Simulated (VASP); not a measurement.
```yaml
crystal:
  lattice:
    - [0.00000, 2.26000, 2.26000]
    - [2.26000, 0.00000, 2.26000]
    - [2.26000, 2.26000, 0.00000]
  atoms:
    - { symbol: Ga, position: [0.00000, 0.00000, 0.00000] }
    - { symbol: N, position: [0.25000, 0.25000, 0.25000] }
```

The numbers are results of eigenvalue-self-consistent GW0 on PBE orbitals, VASP's PBE PAW potentials (set 64) (plane waves; VASP), not measurements. Numerical set-up: PREC = Normal, 500 eV cut-off, 4×4×4 Γ-centred mesh, Gaussian smearing of 0.010 eV, potentials Ga_d_GW N_GW_new.

The mesh is coarse and the basis finite, so the quasiparticle values are not converged.

NBANDS = 160, ENCUTGW = 200 eV, NOMEGA = 64, 4 updates of the levels in G. The PBE levels (eV) are:

| state | KS energy | filling |
|---|---|---|
| k1 (0.00, 0.00, 0.00), band 6 | -7.54 | 2 |
| k1 (0.00, 0.00, 0.00), band 7 | 5.69 | 2 |
| k1 (0.00, 0.00, 0.00), band 8 | 5.69 | 2 |
| k1 (0.00, 0.00, 0.00), band 9 | 5.69 | 2 |
| k1 (0.00, 0.00, 0.00), band 10 | 7.34 | 0 |
| k1 (0.00, 0.00, 0.00), band 11 | 15.89 | 0 |
| k1 (0.00, 0.00, 0.00), band 12 | 15.89 | 0 |
| k1 (0.00, 0.00, 0.00), band 13 | 15.89 | 0 |
| k3 (0.50, 0.00, 0.00), band 6 | -6.26 | 2 |
| k3 (0.50, 0.00, 0.00), band 7 | -1.32 | 2 |
| k3 (0.50, 0.00, 0.00), band 8 | 4.72 | 2 |
| k3 (0.50, 0.00, 0.00), band 9 | 4.72 | 2 |
| k3 (0.50, 0.00, 0.00), band 10 | 10.24 | 0 |
| k3 (0.50, 0.00, 0.00), band 11 | 14.36 | 0 |
| k3 (0.50, 0.00, 0.00), band 12 | 15.95 | 0 |
| k3 (0.50, 0.00, 0.00), band 13 | 15.95 | 0 |
| k8 (-0.25, 0.50, 0.25), band 6 | -5.54 | 2 |
| k8 (-0.25, 0.50, 0.25), band 7 | 0.00 | 2 |
| k8 (-0.25, 0.50, 0.25), band 8 | 2.01 | 2 |
| k8 (-0.25, 0.50, 0.25), band 9 | 2.07 | 2 |
| k8 (-0.25, 0.50, 0.25), band 10 | 11.87 | 0 |
| k8 (-0.25, 0.50, 0.25), band 11 | 13.97 | 0 |
| k8 (-0.25, 0.50, 0.25), band 12 | 15.85 | 0 |
| k8 (-0.25, 0.50, 0.25), band 13 | 16.75 | 0 |

### Question
Give the quasiparticle energies and renormalisation factors Z.

### Answer

```tsv
state	QP energy (eV)	Z
k1 (0.00, 0.00, 0.00), band 6	-11.29	0.72
k1 (0.00, 0.00, 0.00), band 7	4.79	0.75
k1 (0.00, 0.00, 0.00), band 8	4.79	0.75
k1 (0.00, 0.00, 0.00), band 9	4.79	0.75
k1 (0.00, 0.00, 0.00), band 10	7.77	0.77
k1 (0.00, 0.00, 0.00), band 11	16.48	0.77
k1 (0.00, 0.00, 0.00), band 12	16.48	0.77
k1 (0.00, 0.00, 0.00), band 13	16.48	0.77
k3 (0.50, 0.00, 0.00), band 6	-9.02	0.71
k3 (0.50, 0.00, 0.00), band 7	-2.61	0.71
k3 (0.50, 0.00, 0.00), band 8	3.73	0.75
k3 (0.50, 0.00, 0.00), band 9	3.73	0.75
k3 (0.50, 0.00, 0.00), band 10	10.82	0.78
k3 (0.50, 0.00, 0.00), band 11	15.01	0.72
k3 (0.50, 0.00, 0.00), band 12	16.46	0.77
k3 (0.50, 0.00, 0.00), band 13	16.46	0.77
k8 (-0.25, 0.50, 0.25), band 6	-8.06	0.72
k8 (-0.25, 0.50, 0.25), band 7	-1.19	0.71
k8 (-0.25, 0.50, 0.25), band 8	0.75	0.73
k8 (-0.25, 0.50, 0.25), band 9	0.89	0.73
k8 (-0.25, 0.50, 0.25), band 10	12.23	0.76
k8 (-0.25, 0.50, 0.25), band 11	15.10	0.73
k8 (-0.25, 0.50, 0.25), band 12	16.35	0.76
k8 (-0.25, 0.50, 0.25), band 13	17.16	0.75
```
On the mesh the gap opens from 1.65 to 2.98 eV.

The compound is GaN in the zinc blende structure, a metastable form; wurtzite is the usual one. The cell was not relaxed at this level. The k-mesh is coarse (spacing up to 0.60 per Å, 2π included), so the numbers may not be converged in it.
